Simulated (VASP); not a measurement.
Input:

```xyz
6
Lattice="1.6394 -2.8396 0.0000 1.6394 2.8396 0.0000 0.0000 0.0000 12.7047" Properties=species:S:1:pos:R:3 pbc="T T T"
Mo     1.6394     0.9465     3.1762
Mo     1.6394    -0.9465     9.5285
Se     1.6394     0.9465    11.2037
Se     1.6394    -0.9465     4.8514
Se     1.6394    -0.9465     1.5009
Se     1.6394     0.9465     7.8533
```

The numbers are results of PBE GGA with D3 dispersion (Becke-Johnson damping), VASP's PBE PAW potentials (set 64) (plane waves; VASP), not measurements. Numerical set-up: 520 eV cut-off, 9×9×2 Γ-centred mesh, tetrahedra with Blöchl corrections, potentials Mo_sv Se.

Question: Predict the energy per atom (σ→0).

Answer: 
| Item | Value |
|---|---|
| energy per atom (σ→0) | -7.114 eV/atom |

Only differences to runs with the same potentials and settings are physical.

The compound is MoSe2 in the 2H layered structure. It was relaxed first.
